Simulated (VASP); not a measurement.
Computed with LDA (Ceperley-Alder, Perdew-Zunger), VASP's LDA PAW potentials (set 64) (plane waves; VASP 6.6.1).

The input files of a VASP run:

File KPOINTS:
```
kpoints
0
gamma
 16 16 16
0 0 0
```

### INCAR
```
ALGO = Normal
EDIFF = 1E-7
ENCUT = 520
ISIF = 2
ISMEAR = -5
LASPH = T
LCHARG = T
LMAXMIX = 6
LORBIT = 11
LREAL = F
LWAVE = F
NEDOS = 601
NELM = 100
PREC = Accurate
SYSTEM = HfN
```

POSCAR:
```
HfN
2.2311420
  0.0000000000   1.0000001390   1.0000001390
  1.0000001390   0.0000000000   1.0000001390
  1.0000001390   1.0000001390   0.0000000000
Hf N
1 1
direct
  0.0000000000   0.0000000000   0.0000000000
  0.5000000000   0.5000000000   0.5000000000
```

POTCAR, in this order: Hf_pv N (LDA.64 set). Program: vasp_std.

Output of the run:

### OUTCAR
```
 ion  position               nearest neighbor table
   1  0.000  0.000  0.000-   2 2.23   2 2.23   2 2.23   2 2.23   2 2.23   2 2.23
   2  0.500  0.500  0.500-   1 2.23   1 2.23   1 2.23   1 2.23   1 2.23   1 2.23
  LATTYP: Found a face centered cubic cell.
 ALAT       =     4.4622846202
 Subroutine PRICEL returns:
 Original cell was already a primitive cell.
 Subroutine GETGRP returns: Found 48 space group operations
The static configuration has the point symmetry O_h .
The dynamic configuration has the point symmetry O_h .
 Subroutine INISYM returns: Found 48 space group operations
 Subroutine IBZKPT returns following result:
 Found    145 irreducible k-points:

 Following reciprocal coordinates:
            Coordinates               Weight
  0.000000  0.000000  0.000000      1.000000
  0.062500  0.000000  0.000000      8.000000
  0.125000  0.000000  0.000000      8.000000
  0.187500  0.000000  0.000000      8.000000
  0.250000  0.000000  0.000000      8.000000
  0.312500  0.000000  0.000000      8.000000
  0.375000  0.000000  0.000000      8.000000
  0.437500  0.000000  0.000000      8.000000
  0.500000  0.000000  0.000000      4.000000
...
```

OSZICAR:
```
       N       E                     dE             d eps       ncg     rms          rms(c)
DAV:   1     0.357638099000E+02    0.35764E+02   -0.82687E+03  3190   0.129E+03
DAV:   2    -0.247770804611E+02   -0.60541E+02   -0.57667E+02  4232   0.248E+02
DAV:   3    -0.268381178320E+02   -0.20610E+01   -0.20442E+01  4085   0.382E+01
DAV:   4    -0.268557103346E+02   -0.17593E-01   -0.17583E-01  3874   0.346E+00
DAV:   5    -0.268559902742E+02   -0.27994E-03   -0.28062E-03  4110   0.310E-01    0.543E+01
DAV:   6    -0.239897512652E+02    0.28662E+01   -0.15650E+01  3607   0.282E+01    0.455E+01
DAV:   7    -0.238994387984E+02    0.90312E-01   -0.69882E-01  3667   0.710E+00    0.275E+01
DAV:   8    -0.238767375960E+02    0.22701E-01   -0.10214E-01  3730   0.306E+00    0.478E+00
DAV:   9    -0.238703640061E+02    0.63736E-02   -0.41060E-02  3634   0.143E+00    0.155E+00
DAV:  10    -0.238697793279E+02    0.58468E-03   -0.28794E-03  3712   0.452E-01    0.873E-02
DAV:  11    -0.238697875258E+02   -0.81978E-05   -0.70101E-05  3782   0.904E-02    0.358E-02
DAV:  12    -0.238697890512E+02   -0.15254E-05   -0.70447E-06  3680   0.249E-02    0.194E-02
DAV:  13    -0.238697880757E+02    0.97552E-06   -0.69758E-07  3761   0.793E-03    0.376E-03
DAV:  14    -0.238697879860E+02    0.89628E-07   -0.29036E-08  2030   0.174E-03
   1 F= -.23869788E+02 E0= -.23869788E+02  d E =0.000000E+00
```

**OUTCAR**
```
------------------------ aborting loop because EDIFF is reached ----------------------------------------
  FORCE on cell =-STRESS in cart. coord.  units (eV):
  Direction    XX          YY          ZZ          XY          YZ          ZX
  --------------------------------------------------------------------------------------
  Total       -0.0060818     -0.0060818     -0.0060818      0.0000000      0.0000000      0.0000000
  in kB       -0.4386617     -0.4386617     -0.4386617      0.0000000      0.0000000      0.0000000
  external PRESSURE =      -0.4386617 kB  Pullay stress =       0.0000000 kB
  volume of cell :       22.21
      direct lattice vectors                 reciprocal lattice vectors
     0.000000000  2.231142310  2.231142310    -0.224100452  0.224100452  0.224100452
     2.231142310  0.000000000  2.231142310     0.224100452 -0.224100452  0.224100452
     2.231142310  2.231142310  0.000000000     0.224100452  0.224100452 -0.224100452
 POSITION                                       TOTAL-FORCE (eV/Angst)
 -----------------------------------------------------------------------------------
      0.00000      0.00000      0.00000         0.000000      0.000000      0.000000
      2.23114      2.23114      2.23114        -0.000000     -0.000000     -0.000000
 -----------------------------------------------------------------------------------
    total drift:                                0.000000     -0.000000     -0.000000
  FREE ENERGIE OF THE ION-ELECTRON SYSTEM (eV)
  ---------------------------------------------------
  free  energy   TOTEN  =       -23.8697879860 eV

  energy  without entropy=      -23.8697879860  energy(sigma->0) =      -23.86978799

 total charge

# of ion       s       p       d       tot
------------------------------------------
    1        0.304   6.629   1.854   8.787
    2        1.223   2.507   0.000   3.730
--------------------------------------------------
tot          1.527   9.136   1.854  12.517
```
(Selected blocks of OUTCAR.)

### OUTCAR
```
 val. band max:        8.5282551759   @ k =  -0.1250   0.0625   0.0000

 cond. band min:       8.5138231372   @ k =   0.0625   0.0625   0.0000


 Fermi energy:         8.5631274886

 k-point     1 :       0.0000    0.0000    0.0000
  band No.  band energies     occupation
      1     -22.2552      2.00000
      2     -22.2552      2.00000
      3     -22.2552      2.00000
      4      -8.9149      2.00000
      5       5.5450      2.00000
      6       5.5450      2.00000
      7       5.5450      2.00000
      8       8.1227      2.00000
      9       8.1227      2.00000
     10       8.1227      2.00000
     11      10.5374      0.00000

 k-point     2 :       0.0625    0.0000    0.0000
  band No.  band energies     occupation
      1     -22.3031      2.00000
      2     -22.2590      2.00000
      3     -22.2590      2.00000
      4      -8.8141      2.00000
      5       5.1323      2.00000
      6       5.2886      2.00000
      7       5.2886      2.00000
      8       8.2531      2.00000
      9       8.2656      2.09140
     10       8.2656      1.90291
     11      10.8636      0.00000

 k-point     3 :       0.1250    0.0000    0.0000
  band No.  band energies     occupation
      1     -22.4370      2.00000
      2     -22.2698      2.00000
      3     -22.2698      2.00000
      4      -8.5251      2.00000
      5       4.2055      2.00000
      6       4.7019      2.00000
      7       4.7019      2.00000
      8       8.4834      1.92693
      9       8.6380      0.29908
     10       8.6380      0.08877
     11      11.7112      0.00000

 k-point     4 :       0.1875    0.0000    0.0000
  band No.  band energies     occupation
      1     -22.6302      2.00000
      2     -22.2861      2.00000
      3     -22.2861      2.00000
      4      -8.0846      2.00000
      5       3.1219      2.00000
      6       4.0331      2.00000
      7       4.0331      2.00000
      8       8.7598      0.27426
      9       9.1888      0.00000
...
```

For a metal the tetrahedron method with Blöchl corrections gives inexact stress and forces. Unless said otherwise, spin-orbit coupling is left out, though it shifts the bands of the heavy elements here.

The compound is HfN in the rock salt structure. It was relaxed first. The electron count is odd and the run is not spin-polarised, which forces a metal.
